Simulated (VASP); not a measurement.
Data:

```xyz
2
Lattice="0.0000 3.0573 3.0573 3.0573 0.0000 3.0573 3.0573 3.0573 0.0000" Properties=species:S:1:pos:R:3 pbc="T T T"
Pb     0.0000     0.0000     0.0000
Se     3.0573     3.0573     3.0573
```

Method: r2SCAN meta-GGA, VASP's PBE PAW potentials (set 64) (plane waves; VASP). Numerical set-up: 520 eV cut-off, 7×7×7 Γ-centred mesh, Gaussian smearing of 0.050 eV, potentials Pb_d Se.

Question: Give the stress tensor in GPa (positive for a compressed cell).

Answer: 
```
1.68  0.00  0.00
0.00  1.68  0.00
0.00  0.00  1.68
```
The pressure is its mean diagonal, 1.68 GPa.

The compound is PbSe in the rock salt structure. This cell is one point of a volume scan, at 0.97 of the reference volume.
